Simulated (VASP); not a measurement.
# Mg3Ir: vacancies and antisites compared, part 5 of 7

Wanted: a map of the native defects of Mg3Ir, all in one supercell and at one level. The start is a cell from a database of measured crystal structures.

VASP 6.6.1, plane waves and PAW; the level of theory is named at each step.

So far, formation energy of the neutral defect (eV): step 7 (energies of this defect, 31 atoms, defect vacancy, element …) 1.87.

## Step 8: The defect cell, 31 atoms, defect Ir vacancy

This step: PBEsol; plane waves and PAW (Ir, Mg) (VASP 6.6.1).

System of this step: Mg24Ir7. The cell holds 31 atoms: 7 Ir and 24 Mg. Its edges and angles: a = 11.355 Å, b = 11.355 Å, c = 9.358 Å, α = 129.0°, β = 129.0°, γ = 87.8°. It derives from Mg3Ir. Nearest the centre at fractional (0.542, 0.708, 0.500): Mg11 at 2.63 Å, Mg8 at 2.63 Å, Mg9 at 2.63 Å, Mg25 at 2.69 Å, Mg16 at 2.69 Å, Mg20 at 2.98 Å, Mg28 at 2.98 Å, Mg23 at 2.98 Å.

The input, INCAR:

```
SYSTEM = Mg24Ir7
PREC = Normal
ENCUT = 300
EDIFF = 1E-05
NELM = 120
ISMEAR = 1
SIGMA = 0.2
LREAL = Auto
ALGO = Fast
GGA = PS
LORBIT = 11
LWAVE = .FALSE.
LCHARG = .TRUE.
KPAR = 4
NCORE = 2
IBRION = 2
NSW = 50
ISIF = 2
EDIFFG = -0.03
POTIM = 0.4
MAXMIX = 40
ISYM = 2
```

The input, POSCAR:

```
Mg24Ir7
1.0
   -6.8211505575      3.9381931106      8.1787353532
    6.8211505575     -3.9381931106      8.1787353532
    2.2737168525      3.9381931106     -8.1787353532
Ir Mg
7 24
Direct
    0.0416666700      0.2083333300      0.5000000000
    0.0416666700      0.7083333300      0.0000000000
    0.5416666700      0.2083333300      0.0000000000
    0.4583333300      0.2916666700      0.5000000000
    0.9583333300      0.7916666700      0.5000000000
    0.9583333300      0.2916666700      0.0000000000
    0.4583333300      0.7916666700      0.0000000000
    0.3750000000      0.3750000000      0.0000000000
    0.8750000000      0.8750000000      0.0000000000
    0.8750000000      0.3750000000      0.5000000000
    0.3750000000      0.8750000000      0.5000000000
    0.1250000000      0.1250000000      0.0000000000
    0.6250000000      0.6250000000      0.0000000000
    0.6250000000      0.1250000000      0.5000000000
    0.1250000000      0.6250000000      0.5000000000
    0.3775177000      0.5441843600      0.5000000000
    0.8775177000      0.0441843600      0.5000000000
    0.8775177000      0.5441843600      0.0000000000
    0.3775177000      0.0441843600      0.0000000000
    0.7941843600      0.6275177000      0.5000000000
    0.2941843600      0.1275177000      0.5000000000
    0.2941843600      0.6275177000      0.0000000000
    0.7941843600      0.1275177000      0.0000000000
    0.2058156400      0.3724823000      0.5000000000
    0.7058156400      0.8724823000      0.5000000000
    0.7058156400      0.3724823000      0.0000000000
    0.2058156400      0.8724823000      0.0000000000
    0.6224823000      0.4558156400      0.5000000000
    0.1224823000      0.9558156400      0.5000000000
    0.1224823000      0.4558156400      0.0000000000
    0.6224823000      0.9558156400      0.0000000000
```

The input, KPOINTS:

```
Automatic mesh
0
Gamma
5 5 5
0 0 0
```

PAW data sets: Ir and Mg (PBE family, release 64).

Started as:

```console
> mpirun -np 8 vasp_std
```

Log:

```text
[... set-up lines as in an earlier step ...]
 entering main loop
       N       E                     dE             d eps       ncg     rms          rms(c)
DAV:   1     0.333683899493E+03    0.33368E+03   -0.28822E+04  3834   0.820E+02
DAV:   2    -0.757185854026E+02   -0.40940E+03   -0.36132E+03  4528   0.237E+02
DAV:   3    -0.119506265716E+03   -0.43788E+02   -0.40785E+02  4932   0.613E+01
DAV:   4    -0.121123308509E+03   -0.16170E+01   -0.16079E+01  4574   0.139E+01
DAV:   5    -0.121176476509E+03   -0.53168E-01   -0.53132E-01  4654   0.225E+00    0.136E+01
RMM:   6    -0.117944419468E+03    0.32321E+01   -0.22758E+00  3843   0.473E+00    0.667E+00
RMM:   7    -0.117039990077E+03    0.90443E+00   -0.23581E+00  3888   0.511E+00    0.196E+00
RMM:   8    -0.117009831416E+03    0.30159E-01   -0.57804E-01  4156   0.263E+00    0.118E+00
RMM:   9    -0.116975296738E+03    0.34535E-01   -0.14538E-01  3914   0.161E+00    0.417E-01
RMM:  10    -0.116978350034E+03   -0.30533E-02   -0.55602E-02  4347   0.566E-01    0.159E-01
RMM:  11    -0.116978621028E+03   -0.27099E-03   -0.99003E-03  4621   0.296E-01    0.155E-01
RMM:  12    -0.116978576577E+03    0.44451E-04   -0.14686E-03  4170   0.130E-01    0.502E-02
RMM:  13    -0.116978575225E+03    0.13520E-05   -0.41666E-04  4463   0.639E-02    0.346E-02
RMM:  14    -0.116978574476E+03    0.74886E-06   -0.82589E-05  3696   0.287E-02
   1 F= -.11697857E+03 E0= -.11697797E+03  d E =-.116979E+03
 curvature:   0.00 expect dE= 0.000E+00 dE for cont linesearch  0.000E+00
 trial: gam= 0.00000 g(F)=  0.118E+00 g(S)=  0.000E+00 ort = 0.000E+00 (trialstep = 0.100E+01)
 search vector abs. value=  0.118E+00
 bond charge predicted
       N       E                     dE             d eps       ncg     rms          rms(c)
DAV:   1    -0.117083638585E+03   -0.10506E+00   -0.10657E+00  4212   0.308E+00    0.125E-01
RMM:   2    -0.117083820357E+03   -0.18177E-03   -0.20481E-02  3834   0.524E-01    0.883E-02
RMM:   3    -0.117084005792E+03   -0.18544E-03   -0.34888E-03  4014   0.245E-01    0.514E-02
RMM:   4    -0.117084050139E+03   -0.44347E-04   -0.99661E-04  4725   0.123E-01    0.398E-02
RMM:   5    -0.117084032858E+03    0.17281E-04   -0.17505E-04  3887   0.499E-02    0.122E-02
RMM:   6    -0.117084034502E+03   -0.16439E-05   -0.57396E-05  3263   0.342E-02
   2 F= -.11708403E+03 E0= -.11708327E+03  d E =-.105460E+00
[... from here on, the cycles between the ionic steps are left out ...]
   3 F= -.11725644E+03 E0= -.11725541E+03  d E =-.277865E+00
   4 F= -.11726692E+03 E0= -.11726587E+03  d E =-.288347E+00
   5 F= -.11731146E+03 E0= -.11731042E+03  d E =-.445365E-01
   6 F= -.11732950E+03 E0= -.11732846E+03  d E =-.625745E-01
   7 F= -.11734698E+03 E0= -.11734589E+03  d E =-.174870E-01
   8 F= -.11736120E+03 E0= -.11736000E+03  d E =-.317064E-01
   9 F= -.11736814E+03 E0= -.11736661E+03  d E =-.693394E-02
  10 F= -.11736818E+03 E0= -.11736663E+03  d E =-.698000E-02
  11 F= -.11737007E+03 E0= -.11736854E+03  d E =-.188312E-02
  12 F= -.11737077E+03 E0= -.11736926E+03  d E =-.258706E-02
  13 F= -.11737210E+03 E0= -.11737060E+03  d E =-.133202E-02
  14 F= -.11737451E+03 E0= -.11737302E+03  d E =-.373898E-02
  15 F= -.11737460E+03 E0= -.11737311E+03  d E =-.383266E-02
  16 F= -.11737609E+03 E0= -.11737461E+03  d E =-.148823E-02
  17 F= -.11737734E+03 E0= -.11737588E+03  d E =-.273555E-02
 curvature: -10.79 expect dE=-0.430E-02 dE for cont linesearch -0.213E-04
 trial: gam= 0.34654 g(F)=  0.399E-03 g(S)=  0.000E+00 ort = 0.791E-04 (trialstep = 0.283E+01)
 search vector abs. value=  0.834E-03
 bond charge predicted
       N       E                     dE             d eps       ncg     rms          rms(c)
DAV:   1    -0.117378186942E+03   -0.84745E-03   -0.32544E-02  4157   0.562E-01    0.329E-02
RMM:   2    -0.117378199977E+03   -0.13035E-04   -0.67312E-04  3834   0.101E-01    0.286E-02
RMM:   3    -0.117378200523E+03   -0.54565E-06   -0.19347E-04  3843   0.513E-02    0.173E-02
RMM:   4    -0.117378200428E+03    0.95029E-07   -0.43673E-05  3131   0.295E-02
  18 F= -.11737820E+03 E0= -.11737673E+03  d E =-.862778E-03
 trial-energy change:   -0.000863  1 .order   -0.000857   -0.001207   -0.000507
 step:   4.8828(harm=  4.8828)  dis= 0.00840  next Energy=  -117.378379 (dE=-0.104E-02)
 reached required accuracy - stopping structural energy minimisation
```

Elapsed: 11 min, on 8 MPI ranks of AMD EPYC 7R43, shared host; peak memory 2.6 GiB.

OUTCAR, selected parts (step 8):

```text
   k-points           NKPTS =     27   k-points in BZ     NKDIM =     27   number of bands    NBANDS=     71

   NELECT =     111.0000    total number of electrons

 E-fermi :   3.7753

 k-point     1 :       0.0000    0.0000    0.0000
  band No.  band energies     occupation
    ...
     52       3.4260      2.03312
     53       3.7324      1.35413
     54       3.8158      0.66461
     55       3.8219      0.61717
     56       3.8302      0.55411
     57       4.0917     -0.04781
     58       4.1881     -0.01294
     59       4.2013     -0.01028
     60       4.3509     -0.00036
     61       4.4237     -0.00005
    ...

  Total        0.7910679      0.6561045      0.9333335     -0.1168818     -0.0000000     -0.0000000
  in kB        2.1632905      1.7942132      2.5523363     -0.3196303     -0.0000000     -0.0000000
  external PRESSURE =       2.1699467 kB  Pullay stress =       0.0000000 kB

 POSITION                                       TOTAL-FORCE (eV/Angst)
 -----------------------------------------------------------------------------------
      2.28402      1.30678     -2.04468         0.004330     -0.002500     -0.000000
      6.81045      1.30924     -2.04468         0.005128      0.000674      0.000000
     -2.27605      1.32375      6.13405         0.001980     -0.004778     -0.000000
      0.00971      2.61986      2.04549         0.005966     -0.003444     -0.008596
      0.00971      2.61986     10.22262         0.005966     -0.003444      0.008596
     -2.28105      6.56789      2.04468        -0.002859      0.001651     -0.000000
      2.26638     -1.30850     10.22342        -0.002859      0.001651      0.000000
      0.04963      0.03462      6.13405         0.009203     -0.000012     -0.000000
      2.26855      3.87791      6.13405         0.004612     -0.007964      0.000000
     -2.26945      3.93573      6.13405        -0.008173      0.004719     -0.000000
      4.49533      0.03008      6.13405         0.001686     -0.000974     -0.000000
      0.00377     -0.00218      2.04468        -0.001899      0.001096     -0.000000
      0.00377     -0.00218     10.22342        -0.001899      0.001096     -0.000000
     -2.27585      3.93943      2.13280        -0.002471      0.001427      0.001758
      4.54530      0.00123      1.95657        -0.002471      0.001427     -0.001758
      2.29507      1.30040      3.46382         0.002805     -0.001620     -0.014406
     -4.61661      5.29086      3.42978        -0.006094      0.003519      0.007313
     -2.20294      1.38413     11.61489         0.004032      0.006101     -0.004777
     -0.02644      5.15393     -4.74258        -0.003268     -0.006542     -0.004777
     -0.16590      2.72124      7.58651        -0.011284      0.006515      0.010386
      0.00467      2.62276     -0.66135        -0.009650      0.005572     -0.009370
      4.54531      2.43271     -0.60120         0.009553     -0.001166      0.003525
     -4.38157      2.72368      7.57754         0.005787     -0.007690      0.003525
      2.20454      1.35267      0.65959        -0.006094      0.003519     -0.007313
[...]
-----------------------------------------------------------------------------------
    total drift:                                0.016310     -0.009416      0.000000

  FREE ENERGIE OF THE ION-ELECTRON SYSTEM (eV)
  ---------------------------------------------------
  free  energy   TOTEN  =      -117.3782004276 eV

  energy  without entropy=     -117.3737983792  energy(sigma->0) =     -117.37673308

[... 6 parts as in an earlier step ...]

[... 11 further parts left out ...]
```

Relaxation path:

| step | energy less that of the first step (eV) | largest force (eV/Å) |
| --- | --- | --- |
| 1 | 0.0000 | 0.6714 |
| 2 | -0.1055 | 0.5434 |
| 3 | -0.2779 | 0.2807 |
| 4 | -0.2883 | 0.2972 |
| 5 | -0.3329 | 0.1461 |
| 6 | -0.3509 | 0.1634 |
| 7 | -0.3684 | 0.1305 |
| 8 | -0.3826 | 0.1062 |
| 9 | -0.3896 | 0.0723 |
| 10 | -0.3896 | 0.0730 |
| 11 | -0.3915 | 0.0544 |
| 12 | -0.3922 | 0.0700 |
| 13 | -0.3935 | 0.0458 |
| 14 | -0.3959 | 0.0412 |
| 15 | -0.3960 | 0.0672 |
| 16 | -0.3975 | 0.0397 |
| 17 | -0.3988 | 0.0306 |
| 18 | -0.3996 | 0.0167 |

The atoms that moved most (Å):

| atom | dx | dy | dz | length |
| --- | --- | --- | --- | --- |
| Mg28 | -0.166 | 0.096 | -0.048 | 0.198 |
| Mg20 | -0.166 | 0.096 | 0.048 | 0.198 |
| Mg22 | -0.002 | -0.193 | 0.039 | 0.197 |
| Mg31 | 0.166 | 0.098 | -0.039 | 0.197 |
| Mg30 | -0.002 | -0.193 | -0.039 | 0.197 |
| Mg23 | 0.166 | 0.098 | 0.039 | 0.197 |
| Mg26 | -0.026 | -0.097 | 0.013 | 0.101 |
| Mg19 | -0.026 | -0.097 | -0.013 | 0.101 |

Final coordinates:

```cif
data_structure
_symmetry_space_group_name_H-M 'P 1'
_symmetry_Int_Tables_number 1
_cell_length_a 11.3547
_cell_length_b 11.3547
_cell_length_c 9.3579
_cell_angle_alpha 129.016
_cell_angle_beta 129.016
_cell_angle_gamma 87.842
_cell_volume 585.88
loop_
_atom_site_label
_atom_site_type_symbol
_atom_site_fract_x
_atom_site_fract_y
_atom_site_fract_z
_atom_site_occupancy
Ir1 Ir 0.04091 0.20909 0.50000 1
Ir2 Ir 0.04122 0.70693 0.99816 1
Ir3 Ir 0.54307 0.20878 0.00184 1
Ir4 Ir 0.45767 0.29243 0.50000 1
Ir5 Ir 0.95757 0.79233 0.50000 1
Ir6 Ir 0.95887 0.29113 0.00000 1
Ir7 Ir 0.45887 0.79113 0.00000 1
Mg8 Mg 0.37939 0.38265 0.01205 1
Mg9 Mg 0.86735 0.87061 0.98795 1
Mg10 Mg 0.87469 0.37531 0.50000 1
Mg11 Mg 0.37882 0.87118 0.50000 1
Mg12 Mg 0.12472 0.12528 0.00000 1
Mg13 Mg 0.62472 0.62528 0.00000 1
Mg14 Mg 0.63054 0.13023 0.50000 1
Mg15 Mg 0.11977 0.61946 0.50000 1
Mg16 Mg 0.37686 0.54666 0.50000 1
Mg17 Mg 0.88141 0.03794 0.50000 1
Mg18 Mg 0.88580 0.55571 0.02138 1
Mg19 Mg 0.36442 0.03433 0.97862 1
Mg20 Mg 0.80929 0.61830 0.50000 1
Mg21 Mg 0.29256 0.12658 0.50000 1
Mg22 Mg 0.27211 0.61744 0.96306 1
Mg23 Mg 0.80905 0.15439 0.03694 1
Mg24 Mg 0.21206 0.36859 0.50000 1
Mg25 Mg 0.70334 0.87314 0.50000 1
Mg26 Mg 0.69429 0.36420 0.97862 1
Mg27 Mg 0.21567 0.88558 0.02138 1
Mg28 Mg 0.63170 0.44071 0.50000 1
Mg29 Mg 0.12342 0.95744 0.50000 1
Mg30 Mg 0.09561 0.44095 0.96306 1
Mg31 Mg 0.63256 0.97789 0.03694 1
```

This step gave:

```yaml
electronic_cycles: 104
electrons: 111
free_energy_toten: -117.3782 eV
energy_at_zero_smearing: -117.3767 eV
fermi_energy: 3.775 eV
```

Valence density in the ab plane at fractional z = 0.500, through the centre, with atoms of Ir and Mg within 0.45 Å of it. It is the smooth field of the valence electrons, not physical close to the nuclei.

Ten steps, logarithmic in the rise over the least value, from '0' (0.0 e/Å³) to '9' (2.4 e/Å³), each cell a mean:
```
33100123333322111112233333322333
43210123333211111112221223334444
65432222222000111122100013345666
86543222221000122122110023457888
97543211111111221112211223457999
87543210011122111111122233457899
76432211111111111011112223446788
54321111111222111111112222234555
33200122222222211111122210013333
22100123322111222111222210012222
11112233321000122222223322222221
11122333332101222222223333332211
11122333333223333321012333332211
22222222233344444321002333321122
33332100133456666542112332200123
44443200134578888654322222111234
66654322234679999754321111222355
88876433334578998754321111223467
99986543334567887643221111223468
99986543212345555432111212223468
78775432100233333320001222223456
55554332101122222211112332212344
34333333222222111112223333200123
33221233333322100112233333210123
```
Columns run along a (11.4 Å), rows up along b (11.4 Å). Atoms in or near the plane, at fractional coordinates: Ir at (0.04, 0.21), Ir at (0.46, 0.29), Ir at (0.96, 0.79), Mg at (0.87, 0.38), Mg at (0.38, 0.87), Mg at (0.63, 0.13), Mg at (0.12, 0.62), Mg at (0.38, 0.55), Mg at (0.88, 0.04), Mg at (0.81, 0.62), Mg at (0.29, 0.13), Mg at (0.21, 0.37), Mg at (0.70, 0.87), Mg at (0.63, 0.44) and more.

The run ended after 18 ionic steps, 0.400 eV below its first step, once the forces on the free atoms met EDIFFG = -0.03.

The 5 first neighbours (Mg) lie 2.65 Å from the site on average (2.63 to 2.69) in the perfect crystal and 2.61 Å on average after the relaxation (-1.6 %, spread from 2.57 to 2.67 Å).

## Step 9: This defect's formation energies, 31 atoms, defect vacancy, element Ir

This step: point defect, PBEsol; plane waves and PAW (VASP 6.6.1).

This step runs nothing: it gathers the runs above.

Numbers from this step:

```
formation energy of the neutral defect : 1.604 eV
```

Formation energy:

| formation energy (eV) | largest move (Å) |
| --- | --- |
| 1.604 | 0.1975 |

E_f is E(defect cell) less E(perfect cell), corrected for the atoms exchanged with their references.

References, in eV an atom: Ir -9.842 (crystal Fm-3m) and Mg -1.721 (crystal P6_3/mmc). They were run at the supercell's cutoff and functional, without U, and count both elements from their own phases.

The formation energy is 1.604 eV, and the largest move of an atom 0.20 Å.

[end of part 5 of 7]

[Lines on the potential files, build, host, timing and source positions are cut from VASP's logs without a mark.]

[Logs are printed without paths, hosts, clocks, repeated set-up lines and the standing remarks that a program may print on its own settings, such as how far it seeks lower states.]

[Hosts, paths, dates, database ids (printed as entryN), source tags and the programs' standing remarks are cut or masked in the printed files.]

[In band tables of VASP the shares of atoms and orbitals are scaled to a sum of 1 inside the atoms' spheres.]

[Runs that stopped without an error message from VASP are left out.]
